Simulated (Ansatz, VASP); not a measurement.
# Two plane-wave programs on TaRu

```
Ta Ru
1.0
     3.05300    0.00000    0.00000
     0.00000    3.05300    0.00000
     0.00000    0.00000    3.38900
Ta Ru
1 1
Direct
  0.50000 0.50000 0.50000
  0.00000 0.00000 0.00000
```

Alike in both runs: task single point; functional LDA; k mesh 6 × 6 × 6; occupations gaussian, width 0.1 eV; no spin polarisation.

|  | VASP | Ansatz |
| --- | --- | --- |
| version | VASP 6.6.1 | Ansatz 0.2.0 |
| potentials or method | VASP PAW LDA potentials, release 64 (Ta_pv, Ru_pv) | scalar-relativistic, plane waves, PAW |
| plane-wave cutoff (eV) | 520 | 420 |
| valence electrons in the cell | 25 | 29 |

|  | VASP | Ansatz | Ansatz less VASP |
| --- | --- | --- | --- |
| gap on the k mesh at the Fermi level (eV) | none | none | - |
| pressure (GPa) | -10.0 | -10.9 | -0.90 |
| largest component of the traceless stress (GPa) | 0.90 | 1.03 | +0.128 |

A gap of «none» marks a metal or a gap that the smearing closes. The two sets of potentials don't hold the same shells in valence.

The runs have no spin-orbit coupling, so splittings on Ta are missing.
